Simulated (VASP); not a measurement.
Write the native input for VASP 6.6.1 that does the following.

```yaml
Task: single point
Functional: PBE
Potentials_or_basis: VASP PAW PBE potentials, release 64 (Pm, Se)
Cutoff: 520 eV
k_mesh: 5 × 5 × 5
Occupations: gaussian, width 0.05 eV
Spin: collinear spin, random start
Starting_moments: "[1.65, 0.0] μB"
Hubbard_terms: Pm f U = 5 eV
Further_INCAR_settings: ALGO = Fast; EDIFF = 1e-07; NBANDS = 22
```

The structure of PmSe lies in POSCAR:

```
PmSe
1.0
    0.0000000000      3.2231904100      3.2231904100
    3.2231904100      0.0000000000      3.2231904100
    3.2231904100      3.2231904100      0.0000000000
Pm Se
1 1
Direct
    0.0000000000      0.0000000000      0.0000000000
    0.2500000000      0.2500000000      0.2500000000
```

The cell comes from a database or a generator and needn't be the stable form of this composition.

One way to write it, as run:

INCAR

```
SYSTEM = PmSe
PREC = Accurate ; ENCUT = 520
EDIFF = 1E-7 ; ISMEAR = 0
SIGMA = 0.05 ; LREAL = .False.
LASPH = .True. ; NELM = 100
ALGO = Fast ; ISIF = 2
LWAVE = .False. ; LCHARG = .False.
ISPIN = 2 ; MAGMOM = 1.65 0
LORBIT = 11 ; LMAXMIX = 6
LDAU = .True. ; LDAUTYPE = 2
LDAUL = 3 -1 ; LDAUU = 5 0
LDAUJ = 0 0 ; LDAUPRINT = 1
GGA = PE ; NBANDS = 22
```

KPOINTS

```
Automatic mesh
0
Gamma
  5 5 5
  0 0 0
```

Potentials or basis: VASP PAW PBE potentials, release 64 (Pm, Se).

Launch:

```console
$ cat potpaw_PBE.64/Pm/POTCAR potpaw_PBE.64/Se/POTCAR > POTCAR
$ mpirun -np 1 vasp_std > vasp.out
```

It gave:

* Pressure: 5.8 GPa
* Band gap on the k mesh: none (metal or under the smearing width)
* Net moment: 5.00 μB per cell
* Site moments: Pm +4.44; Se -0.04 μB
* Valence electrons inside the program's atomic spheres: Pm 12.38; Se 3.98

Caveat: the magnetic or orbital state may not be the lowest; spin-orbit coupling is left out, which moves the levels of the heavy elements.

Run time: 2 min on 1 thread of Intel(R) Xeon(R) 6975P-C (Granite Rapids), on a shared host, peak memory 0.26 GiB.
